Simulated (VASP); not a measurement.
Computed with PBEsol GGA, VASP's PBE PAW potentials (set 64) (plane waves; VASP).

Input for VASP

### POSCAR
```
NbSi2
1
   -0.0000000000     2.9887975879     2.9887975879
    2.9887975879    -0.0000000000     2.9887975879
    2.9887975879     2.9887975879    -0.0000000000
Nb Si
1 2
Direct
  0.0000000000   0.0000000000   0.0000000000
  0.2500000000   0.2500000000   0.2500000000
  0.7500000000   0.7500000000   0.7500000000
```

KPOINTS:
```
Automatic mesh
0
G
  10 10 10
0 0 0
```

**INCAR**
```
LORBIT  =  11   # lm-projected
GGA  =  PS   # PBEsol
PREC  =  Accurate
LASPH  =  .True.   # aspherical one-centre terms
LCHARG  =  .True.
ALGO  =  Normal
EDIFF  =  1E-7   # SCF stop (eV)
ISIF  =  2
NEDOS  =  601
LEFG  =  .True.
SYSTEM  =  NbSi2
LMAXMIX  =  4   # l cut-off of mixed one-centre charges
LREAL  =  .False.   # projection in real space or not
ENCUT  =  400   # plane-wave cut-off (eV)
NELM  =  100   # most electronic steps
LWAVE  =  .False.
ISMEAR  =  -5
```

POTCAR, in this order: Nb_sv Si (PBE.64 set). Program: vasp_std.

What does the run give for the energy per atom (σ→0), band gap (on the k-mesh)?

| Property | Result |
|---|---|
| energy per atom (σ→0) | -7.167 eV/atom |
| band gap (on the k-mesh) | none (metal, semimetal or under 0.01 eV) |

OSZICAR:
```
...
DAV:  11    -0.215022732666E+02   -0.66839E-05   -0.22636E-05  2088   0.439E-02    0.104E-02
DAV:  12    -0.215022697467E+02    0.35199E-05   -0.40926E-06  1646   0.241E-02    0.417E-03
DAV:  13    -0.215022707827E+02   -0.10360E-05   -0.28989E-07  1326   0.521E-03    0.281E-03
DAV:  14    -0.215022712106E+02   -0.42788E-06   -0.15760E-07  1158   0.326E-03    0.681E-04
DAV:  15    -0.215022710515E+02    0.15908E-06   -0.25855E-08   928   0.210E-03    0.301E-04
DAV:  16    -0.215022709285E+02    0.12303E-06   -0.12039E-08   898   0.906E-04    0.241E-04
DAV:  17    -0.215022709068E+02    0.21683E-07   -0.34161E-09   796   0.710E-04
   1 F= -.21502271E+02 E0= -.21502271E+02  d E =0.000000E+00
```

The structure was generated: NbSi2 was put into the fluorite type (Fm-3m), which need not be its known phase. It was relaxed first, which changed the volume by -10 %. The electron count is odd and the run is not spin-polarised, which forces a metal.
